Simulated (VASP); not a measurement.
A convergence study with VASP on SnO (litharge): a few settings are varied, all else stays as given below, so the limit is that of these other settings.

```xyz
4
Lattice="3.8000 0.0000 0.0000 0.0000 3.8000 0.0000 0.0000 0.0000 4.8400" Properties=species:S:1:pos:R:3 pbc="T T T"
Sn     1.9000     0.0000     3.6881
Sn     0.0000     1.9000     1.1519
O      1.9000     1.9000     0.0000
O      0.0000     0.0000     0.0000
```

Computed with PBE GGA, VASP's PBE PAW potentials (set 64) (plane waves; VASP). The last row used: 700 eV cut-off, 13×13×9 Γ-centred mesh, second-order Methfessel-Paxton smearing of 0.40 eV, potentials Sn_d O.

```json
[
 {"setting": "ISMEAR = -1, SIGMA = 0.01, 3×3×2 mesh", "E (eV/atom)": "-5.6709", "pressure (GPa)": "4.48", "largest force (eV/Å)": "0.513", "irreducible k-points": "6"},
 {"setting": "ISMEAR = -1, SIGMA = 0.1, 3×3×2 mesh", "E (eV/atom)": "-5.6707", "pressure (GPa)": "4.46", "largest force (eV/Å)": "0.517", "irreducible k-points": "6"},
 {"setting": "ISMEAR = 0, SIGMA = 0.01, 3×3×2 mesh", "E (eV/atom)": "-5.6709", "pressure (GPa)": "4.48", "largest force (eV/Å)": "0.513", "irreducible k-points": "6"},
 {"setting": "ISMEAR = 0, SIGMA = 0.2, 3×3×2 mesh", "E (eV/atom)": "-5.6709", "pressure (GPa)": "4.47", "largest force (eV/Å)": "0.513", "irreducible k-points": "6"},
 {"setting": "ISMEAR = 1, SIGMA = 0.05, 3×3×2 mesh", "E (eV/atom)": "-5.6708", "pressure (GPa)": "4.48", "largest force (eV/Å)": "0.513", "irreducible k-points": "6"},
 {"setting": "ISMEAR = 1, SIGMA = 0.2, 3×3×2 mesh", "E (eV/atom)": "-5.6708", "pressure (GPa)": "4.48", "largest force (eV/Å)": "0.513", "irreducible k-points": "6"},
 {"setting": "ISMEAR = 2, SIGMA = 0.05, 3×3×2 mesh", "E (eV/atom)": "-5.6708", "pressure (GPa)": "4.48", "largest force (eV/Å)": "0.513", "irreducible k-points": "6"},
 {"setting": "ISMEAR = 2, SIGMA = 0.2, 3×3×2 mesh", "E (eV/atom)": "-5.6707", "pressure (GPa)": "4.48", "largest force (eV/Å)": "0.513", "irreducible k-points": "6"},
 {"setting": "ISMEAR = -1, SIGMA = 0.01, 7×7×5 mesh", "E (eV/atom)": "-5.6694", "pressure (GPa)": "4.57", "largest force (eV/Å)": "0.467", "irreducible k-points": "30"},
 {"setting": "ISMEAR = -1, SIGMA = 0.2, 7×7×5 mesh", "E (eV/atom)": "-5.6687", "pressure (GPa)": "4.41", "largest force (eV/Å)": "0.521", "irreducible k-points": "30"},
 {"setting": "ISMEAR = 0, SIGMA = 0.01, 7×7×5 mesh", "E (eV/atom)": "-5.6694", "pressure (GPa)": "4.57", "largest force (eV/Å)": "0.467", "irreducible k-points": "30"},
 {"setting": "ISMEAR = 0, SIGMA = 0.4, 7×7×5 mesh", "E (eV/atom)": "-5.6691", "pressure (GPa)": "4.46", "largest force (eV/Å)": "0.508", "irreducible k-points": "30"},
 {"setting": "ISMEAR = 1, SIGMA = 0.05, 7×7×5 mesh", "E (eV/atom)": "-5.6694", "pressure (GPa)": "4.57", "largest force (eV/Å)": "0.468", "irreducible k-points": "30"},
 {"setting": "ISMEAR = 1, SIGMA = 0.4, 7×7×5 mesh", "E (eV/atom)": "-5.6693", "pressure (GPa)": "4.53", "largest force (eV/Å)": "0.483", "irreducible k-points": "30"},
 {"setting": "ISMEAR = 2, SIGMA = 0.05, 7×7×5 mesh", "E (eV/atom)": "-5.6694", "pressure (GPa)": "4.57", "largest force (eV/Å)": "0.467", "irreducible k-points": "30"},
 {"setting": "ISMEAR = 2, SIGMA = 0.4, 7×7×5 mesh", "E (eV/atom)": "-5.6693", "pressure (GPa)": "4.55", "largest force (eV/Å)": "0.478", "irreducible k-points": "30"},
 {"setting": "ISMEAR = -1, SIGMA = 0.05, 13×13×9 mesh", "E (eV/atom)": "-5.6694", "pressure (GPa)": "4.55", "largest force (eV/Å)": "0.475", "irreducible k-points": "140"},
 {"setting": "ISMEAR = -1, SIGMA = 0.2, 13×13×9 mesh", "E (eV/atom)": "-5.6686", "pressure (GPa)": "4.42", "largest force (eV/Å)": "0.521", "irreducible k-points": "140"},
 {"setting": "ISMEAR = 0, SIGMA = 0.1, 13×13×9 mesh", "E (eV/atom)": "-5.6694", "pressure (GPa)": "4.56", "largest force (eV/Å)": "0.473", "irreducible k-points": "140"},
 {"setting": "ISMEAR = 0, SIGMA = 0.4, 13×13×9 mesh", "E (eV/atom)": "-5.6691", "pressure (GPa)": "4.45", "largest force (eV/Å)": "0.508", "irreducible k-points": "140"},
 {"setting": "ISMEAR = 1, SIGMA = 0.1, 13×13×9 mesh", "E (eV/atom)": "-5.6694", "pressure (GPa)": "4.57", "largest force (eV/Å)": "0.469", "irreducible k-points": "140"},
 {"setting": "ISMEAR = 1, SIGMA = 0.4, 13×13×9 mesh", "E (eV/atom)": "-5.6693", "pressure (GPa)": "4.53", "largest force (eV/Å)": "0.483", "irreducible k-points": "140"},
 {"setting": "ISMEAR = 2, SIGMA = 0.1, 13×13×9 mesh", "E (eV/atom)": "-5.6694", "pressure (GPa)": "4.57", "largest force (eV/Å)": "0.468", "irreducible k-points": "140"},
 {"setting": "ISMEAR = 2, SIGMA = 0.4, 13×13×9 mesh", "E (eV/atom)": "-5.6693", "pressure (GPa)": "4.55", "largest force (eV/Å)": "0.478", "irreducible k-points": "140"}
]
```

Left out are rungs that failed or repeat a setting and relaxations that didn't move; long series are thinned to 24 rows.

The compound is SnO in the litharge structure. The cell was not relaxed at this level, forces remain on its atoms.
